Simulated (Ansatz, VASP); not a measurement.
# Cu22Si (S5(210) boundary in fcc Cu with Si (substitutional)): VASP beside Ansatz, part 3 of 3

Aim: how closely do two programs agree when they are given the same cell, functional and k mesh? Of the first pair: The structure shown is the start of the Ansatz relaxation below; VASP solves that cell, so the two are compared at the walk's first step.

VASP 6.6.1 and Ansatz 0.2.0.

So far. Step 4 (Differences): The forces differ by 8.4 meV/Å r.m.s., which is 4.2 % of the r.m.s. force of 0.201 eV/Å (both taken over all components).

## 6. VASP: single point, PBE, relaxed cell, pair 2

Level of this step: PBE; plane waves and PAW (Cu, Si) (VASP).

The same cell, functional, mesh and smearing now go to VASP, with its own data sets.

The input, INCAR:

```
SYSTEM = Cu22Si
PREC = Accurate
ENCUT = 520
EDIFF = 1E-06
NELM = 120
ISMEAR = -1
SIGMA = 0.1
LREAL = .FALSE.
ALGO = Normal
GGA = PE
NBANDS = 152
LASPH = .TRUE.
LORBIT = 11
LWAVE = .FALSE.
LCHARG = .FALSE.
ISIF = 2
GGA_COMPAT = .FALSE.
KPAR = 4
```

The input, POSCAR:

```
Cu22Si
1.0
    4.4274037203      0.0000000000      0.0000000000
    1.4758012401      3.2999918941      0.0000000000
    0.0000000000      0.0000000000     29.5915814808
Cu Si
22 1
Direct
    0.0000000001      0.0000000000      0.1689669747
    0.6000000001      0.7000000000      0.1962831771
    0.2000000001      0.4000000000      0.2235993796
    0.8000000001      0.1000000000      0.2509155820
    0.4019134748      0.7990432626      0.2793106619
    0.0009147421      0.4995426290      0.3062382778
    0.6042691557      0.1978654222      0.3343866917
    0.2111885241      0.8944057380      0.3609536209
    0.7967581173      0.6016209414      0.3897662896
    0.4044941885      0.2977529058      0.4359966244
    0.8024373986      0.5987813008      0.4794903631
    0.2159628727      0.8920185637      0.5080163586
    0.6075525255      0.1962237373      0.5346439453
    0.0058107073      0.4970946464      0.5629043518
    0.4072756747      0.7963621627      0.5900241178
    0.8052797189      0.0973601406      0.6179971629
    0.2049509699      0.3975245151      0.6452722115
    0.6008279885      0.6995860058      0.6725879225
    0.9993090877      0.0003454562      0.6999215926
    0.4056340614      0.2971829694      0.7292705977
    0.8013168937      0.5993415532      0.7551067988
    0.1971826455      0.9014086773      0.7785985231
    0.0003901607      0.9998049197      0.4344992102
```

The input, KPOINTS:

```
Automatic mesh
0
Gamma
7 7 1
0 0 0
```

The projector-augmented-wave data sets are Cu and Si (PBE family, release 64).

Started as:

```sh
> mpirun -np 4 vasp_std
```

Numbers of over 12 decimals in the logs are rounded to 6 here.

Log:

```text
[banner, memory and clock lines left out]
running    4 mpi-ranks, on    1 nodes
[...]
[... a notice as in an earlier step ...]

 LDA part: xc-table for (Slater+PW92), standard interpolation
 POSCAR, INCAR and KPOINTS ok, starting setup
[...]
entering main loop
       N       E                     dE             d eps       ncg     rms          rms(c)
DAV:   1     0.259163289164E+04    0.25916E+04   -0.10309E+05  4864   0.250E+03
DAV:   2     0.377841967486E+03   -0.22138E+04   -0.21342E+04  4864   0.546E+02
DAV:   3    -0.687853958955E+02   -0.44663E+03   -0.41123E+03  4864   0.265E+02
DAV:   4    -0.103704266341E+03   -0.34919E+02   -0.33417E+02  5488   0.999E+01
[...]
DAV:  30    -0.844394789865E+02   -0.73391E-05   -0.62352E-07  3176   0.931E-03    0.839E-04
DAV:  31    -0.844394806536E+02   -0.16671E-05   -0.20570E-07  3296   0.384E-03    0.361E-04
DAV:  32    -0.844394811276E+02   -0.47396E-06   -0.82190E-08  3088   0.286E-03
   1 F= -.84439481E+02 E0= -.84314468E+02  d E =-.250027E+00
```

OUTCAR, selected parts (step 6):

```text
  Total       -0.4402926     -0.6966311      0.1366733     -0.1432976     -0.0719415      0.1608662
  in kB       -1.6316304     -2.5815662      0.5064822     -0.5310303     -0.2665999      0.5961357
  external PRESSURE =      -1.2355715 kB  Pullay stress =       0.0000000 kB

 POSITION                                       TOTAL-FORCE (eV/Angst)
 -----------------------------------------------------------------------------------
      0.00000      0.00000      5.00000        -0.025790      0.011534      0.487072
      3.68950      2.30999      5.80833         0.016735     -0.007484     -0.091451
      1.47580      1.32000      6.61666         0.019271     -0.008618     -0.352600
      3.68950      0.33000      7.42499        -0.021511      0.009620     -0.120107
      2.95866      2.63684      8.26524         0.001202     -0.000538     -0.006186
      0.74128      1.64849      9.06207        -0.006871      0.003073      0.009493
      2.96735      0.65295      9.89503         0.013769     -0.006158      0.012304
      2.25498      2.95153     10.68119        -0.015727      0.007034      0.002452
      4.41544      1.98534     11.53380         0.005571     -0.002491     -0.010024
      2.23028      0.98258     12.90183        -0.008915      0.003987     -0.002826
      4.43640      1.97597     14.18888        -0.002414      0.001080      0.023608
      2.27260      2.94365     15.03301        -0.001117      0.000499      0.007470
      2.97947      0.64754     15.82096         0.004077     -0.001823     -0.013636
      0.75934      1.64041     16.65723        -0.001329      0.000594     -0.016666
[...]
-----------------------------------------------------------------------------------
    total drift:                                0.002087     -0.001231      0.002362

  FREE ENERGIE OF THE ION-ELECTRON SYSTEM (eV)
  ---------------------------------------------------
  free  energy   TOTEN  =       -84.4394811276 eV

  energy  without entropy=      -84.1894539879  energy(sigma->0) =      -84.31446756

[... 2 parts as in an earlier step ...]

[... 1 further part left out ...]
[key lines of the parts left out:]
E-fermi :   3.3511
```

## 7. Differences

What differs besides the data sets and the points named for the pairs above, as far as they apply: the data sets hold 422 valence electrons in Ansatz (on its PAW soft_1 files) and 246 in VASP. Total energies have different zeros and are not compared.

Forces on 7 of the 23 atoms, those with the largest forces and the largest differences (eV/Å; atoms numbered as in POSCAR):

| atom | Ansatz x, y, z | VASP x, y, z |
| --- | --- | --- |
| Cu1 | -0.025, 0.011, 0.526 | -0.026, 0.012, 0.487 |
| Cu2 | 0.020, -0.009, -0.073 | 0.017, -0.007, -0.091 |
| Cu3 | 0.017, -0.008, -0.348 | 0.019, -0.009, -0.353 |
| Cu4 | -0.024, 0.011, -0.121 | -0.022, 0.010, -0.120 |
| Cu11 | 0.003, -0.001, 0.019 | -0.002, 0.001, 0.024 |
| Cu21 | 0.003, -0.001, 0.003 | -0.002, 0.001, 0.022 |
| Cu22 | 0.002, -0.001, 0.000 | 0.002, -0.001, 0.044 |

The forces differ by 8.1 meV/Å r.m.s., which is 10.7 % of the r.m.s. force of 0.075 eV/Å (both taken over all components).

## 8. What came out

| Property | Result |
| --- | --- |
| r.m.s. force difference (single point, PBE, start cell, pair 1) | 4.2 % of the r.m.s. force |
| r.m.s. force difference (single point, PBE, relaxed cell, pair 2) | 8.1 meV/Å |

In words: The r.m.s. force difference is 4.2 % of the r.m.s. force (single point, PBE, start cell, pair 1), beyond the 3 % picked in this series as the mark of a large difference. The data sets hold unlike numbers of valence electrons (422 in Ansatz and 246 in VASP), so part of the differences comes from the potentials. Such differences can come from data sets, numerical settings and the points named under the comparisons, not from the functional's error against experiment.

[Lines on the potential files, build, host, timing and source positions are cut from VASP's logs without a mark.]

[Logs are printed without paths, hosts, clocks, repeated set-up lines and the standing remarks that a program may print on its own settings, such as how far it seeks lower states.]

[Hosts, paths, dates, database ids (printed as entryN), source tags and the programs' standing remarks are cut or masked in the printed files.]
